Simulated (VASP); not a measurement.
Calculation: vdW-DF2, VASP's PBE PAW potentials (set 64) (plane waves; VASP).

Input for VASP

File KPOINTS:
```
Regular mesh
0
gamma
  10 10 10
```

### POSCAR
```
NaF
1
    0.0000000000     2.2866718969     2.2866718969
    2.2866718969     0.0000000000     2.2866718969
    2.2866718969     2.2866718969     0.0000000000
Na F
1 1
Direct
  0.0000000000   0.0000000000   0.0000000000
  0.5000000000   0.5000000000   0.5000000000
```

### INCAR
```
SYSTEM = NaF
PREC = Accurate
ENCUT = 520
EDIFF = 1E-7
NELM = 100
ALGO = Normal
LREAL = .FALSE.
LASPH = .TRUE.
ISMEAR = 0
SIGMA = 0.05
GGA = ML
ZAB_VDW = -1.8867
LUSE_VDW = .TRUE.
AGGAC = 0.0
LWAVE = .FALSE.
LCHARG = .FALSE.
ISIF = 2
```

POTCAR, in this order: Na_pv F (PBE.64 set). Program: vasp_std.

What VASP printed:

**OUTCAR**
```
 ion  position               nearest neighbor table
   1  0.000  0.000  0.000-   2 2.29   2 2.29   2 2.29   2 2.29   2 2.29   2 2.29
   2  0.500  0.500  0.500-   1 2.29   1 2.29   1 2.29   1 2.29   1 2.29   1 2.29
  LATTYP: Found a face centered cubic cell.
 ALAT       =     4.5733437938
 Subroutine PRICEL returns:
 Original cell was already a primitive cell.
 Subroutine GETGRP returns: Found 48 space group operations
The static configuration has the point symmetry O_h .
The dynamic configuration has the point symmetry O_h .
 Subroutine INISYM returns: Found 48 space group operations
 Subroutine IBZKPT returns following result:
 Found     47 irreducible k-points:

 Following reciprocal coordinates:
            Coordinates               Weight
  0.000000  0.000000  0.000000      1.000000
  0.100000  0.000000  0.000000      8.000000
  0.200000  0.000000  0.000000      8.000000
  0.300000  0.000000  0.000000      8.000000
  0.400000  0.000000  0.000000      8.000000
  0.500000  0.000000  0.000000      4.000000
  0.100000  0.100000  0.000000      6.000000
  0.200000  0.100000  0.000000     24.000000
  0.300000  0.100000  0.000000     24.000000
  0.400000  0.100000  0.000000     24.000000
  0.500000  0.100000  0.000000     24.000000
 -0.400000  0.100000  0.000000     24.000000
 -0.300000  0.100000  0.000000     24.000000
 -0.200000  0.100000  0.000000     24.000000
 -0.100000  0.100000  0.000000     12.000000
  0.200000  0.200000  0.000000      6.000000
  0.300000  0.200000  0.000000     24.000000
  0.400000  0.200000  0.000000     24.000000
  0.500000  0.200000  0.000000     24.000000
 -0.400000  0.200000  0.000000     24.000000
 -0.300000  0.200000  0.000000     24.000000
 -0.200000  0.200000  0.000000     12.000000
  0.300000  0.300000  0.000000      6.000000
  0.400000  0.300000  0.000000     24.000000
  0.500000  0.300000  0.000000     24.000000
 -0.400000  0.300000  0.000000     24.000000
 -0.300000  0.300000  0.000000     12.000000
  0.400000  0.400000  0.000000      6.000000
  0.500000  0.400000  0.000000     24.000000
 -0.400000  0.400000  0.000000     12.000000
  0.500000  0.500000  0.000000      3.000000
  0.300000  0.200000  0.100000     24.000000
  0.400000  0.200000  0.100000     48.000000
  0.500000  0.200000  0.100000     48.000000
 -0.400000  0.200000  0.100000     24.000000
  0.400000  0.300000  0.100000     24.000000
  0.500000  0.300000  0.100000     48.000000
 -0.400000  0.300000  0.100000     48.000000
 -0.300000  0.300000  0.100000     48.000000
 -0.200000  0.300000  0.100000     24.000000
   k-points           NKPTS =     47   k-points in BZ     NKDIM =     47   number of bands    NBANDS=     11
   number of dos      NEDOS =    301   number of ions     NIONS =      2
   total plane-waves  NPLWV =  13824
   dimension x,y,z NGX =    24 NGY =   24 NGZ =   24
   dimension x,y,z NGXF=    48 NGYF=   48 NGZF=   48
   ions per type =               1   1
   PREC   = accura    normal or accurate (medium, high low for compatibility)
   ISTART =      0    job   : 0-new  1-cont  2-samecut
   ICHARG =      2    charge: 1-file 2-atom 10-const
   ISPIN  =      1    spin polarized calculation?
   LNONCOLLINEAR =      F non collinear calculations
   LSORBIT =      F    spin-orbit coupling
   INIWAV =      1    electr: 0-lowe 1-rand  2-diag
   ENCUT  =  520.0 eV  38.22 Ry    6.18 a.u.   6.01  6.01  6.01*2*pi/ulx,y,z
   NELM   =    100;   NELMIN=  2; NELMDL= -5     # of ELM steps
   EDIFF  = 0.1E-06   stopping-criterion for ELM
   LREAL  =      F    real-space projection
   NLSPLINE    = F    spline interpolate recip. space projectors
   LMAXMIX     =    2 max onsite mixed and CHGCAR
...
```

File OSZICAR:
```
       N       E                     dE             d eps       ncg     rms          rms(c)
DAV:   1     0.118174269126E+03    0.11817E+03   -0.83785E+03  1048   0.157E+03
DAV:   2     0.145534167798E-01   -0.11816E+03   -0.10826E+03  1098   0.377E+02
DAV:   3    -0.635665915568E+01   -0.63712E+01   -0.63521E+01  1208   0.876E+01
DAV:   4    -0.641855943723E+01   -0.61900E-01   -0.61891E-01  1127   0.931E+00
DAV:   5    -0.641921253470E+01   -0.65310E-03   -0.65309E-03  1193   0.990E-01    0.623E+00
DAV:   6    -0.527460975835E+01    0.11446E+01   -0.49779E+00  1197   0.216E+01    0.181E+00
DAV:   7    -0.524796175850E+01    0.26648E-01   -0.46133E-02  1037   0.284E+00    0.992E-01
DAV:   8    -0.522264328368E+01    0.25318E-01   -0.37100E-02  1040   0.409E+00    0.106E-01
DAV:   9    -0.522283227951E+01   -0.18900E-03   -0.11402E-03  1169   0.498E-01    0.505E-02
DAV:  10    -0.522276447062E+01    0.67809E-04   -0.16488E-04  1049   0.207E-01    0.212E-03
DAV:  11    -0.522276437057E+01    0.10005E-06   -0.34567E-06  1226   0.238E-02    0.112E-03
DAV:  12    -0.522276413236E+01    0.23822E-06   -0.24999E-07  1061   0.721E-03    0.323E-04
DAV:  13    -0.522276416809E+01   -0.35733E-07   -0.74365E-09   607   0.138E-03
   1 F= -.52227642E+01 E0= -.52227642E+01  d E =-.777830E-16
```

**OUTCAR**
```
------------------------ aborting loop because EDIFF is reached ----------------------------------------
  FORCE on cell =-STRESS in cart. coord.  units (eV):
  Direction    XX          YY          ZZ          XY          YZ          ZX
  --------------------------------------------------------------------------------------
  Total        0.5528377      0.5528377      0.5528377      0.0000000      0.0000000     -0.0000000
  in kB       37.0396344     37.0396344     37.0396344      0.0000000      0.0000000     -0.0000000
  external PRESSURE =      37.0396344 kB  Pullay stress =       0.0000000 kB
  volume of cell :       23.91
      direct lattice vectors                 reciprocal lattice vectors
     0.000000000  2.286671897  2.286671897    -0.218658392  0.218658392  0.218658392
     2.286671897  0.000000000  2.286671897     0.218658392 -0.218658392  0.218658392
     2.286671897  2.286671897  0.000000000     0.218658392  0.218658392 -0.218658392
  FREE ENERGIE OF THE ION-ELECTRON SYSTEM (eV)
  ---------------------------------------------------
  free  energy   TOTEN  =        -5.2227641681 eV

  energy  without entropy=       -5.2227641681  energy(sigma->0) =       -5.22276417
```
(Selected blocks of OUTCAR.)

The compound is NaF in the rock salt structure. This cell is one point of a volume scan, at 0.94 of the reference volume.
